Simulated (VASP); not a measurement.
Data:

```yaml
crystal:
  lattice:
    - [1.56119, -2.70406, 0.00000]
    - [1.56119, 2.70406, 0.00000]
    - [0.00000, 0.00000, 12.02003]
  atoms:
    - { symbol: Mo, position: [0.33333, 0.66667, 0.25000] }
    - { symbol: Mo, position: [0.66667, 0.33333, 0.75000] }
    - { symbol: S, position: [0.33333, 0.66667, 0.87926] }
    - { symbol: S, position: [0.66667, 0.33333, 0.37926] }
    - { symbol: S, position: [0.66667, 0.33333, 0.12074] }
    - { symbol: S, position: [0.33333, 0.66667, 0.62074] }
```

These are LDA (Ceperley-Alder, Perdew-Zunger), VASP's LDA PAW potentials (set 64) (plane waves; VASP) values and carry that method's errors. Run with 400 eV cut-off, 18×18×5 Γ-centred mesh, Gaussian smearing of 0.010 eV, potentials Mo_sv S.

Q: The job: MoS₂ (2H layered), 6 atoms, LDA, optics run with many empty bands, 400 eV, 18×18×5 Γ-centred mesh. Roughly how much core time does it take on a busy server core?

A: About 6 core-minutes (one run on a shared machine, a rough figure). It had 111 irreducible k-points, 93 bands, up to 1861 plane waves and 16 electronic steps.

The compound is MoS2 in the 2H layered structure. It was relaxed first.
